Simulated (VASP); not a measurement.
Here is the system:

```yaml
crystal:
  lattice:
    - [2.89000, 0.00000, 0.00000]
    - [0.00000, 2.89000, 0.00000]
    - [0.00000, 0.00000, 2.89000]
  atoms:
    - { symbol: Al, position: [0.50000, 0.50000, 0.50000] }
    - { symbol: Ni, position: [0.00000, 0.00000, 0.00000] }
```

Calculation: PBE GGA, VASP's PBE PAW potentials (set 64) (plane waves; VASP). Numerical set-up: 300 eV cut-off, 9×9×9 Γ-centred mesh, Fermi-Dirac smearing of 0.10 eV, potentials Al Ni.

Task: Give the energies of bands 1 to 9 at the high-symmetry points, in eV from the Fermi level.

Result: 
| band | Γ | X | M | R |
|---|---|---|---|---|
| 1 | -11.08 | -6.89 | -5.27 | -4.06 |
| 2 | -3.20 | -6.74 | -3.34 | -4.06 |
| 3 | -3.20 | -2.73 | -2.87 | -4.06 |
| 4 | -1.54 | -2.23 | -2.87 | -0.99 |
| 5 | -1.54 | -2.23 | -2.06 | -0.99 |
| 6 | -1.54 | -1.45 | -2.06 | 2.01 |
| 7 | 5.45 | -0.66 | -1.02 | 2.01 |
| 8 | 5.45 | 8.29 | 1.45 | 2.01 |
| 9 | 5.45 | 9.98 | 2.41 | 3.60 |

It has no gap at this level: it comes out as a metal or semimetal.

The structure is a typed NiAl crystal. The cell was not relaxed at this level. The run is not spin-polarised, so no magnetic state was tried. The electron count is odd and the run is not spin-polarised, which forces a metal.
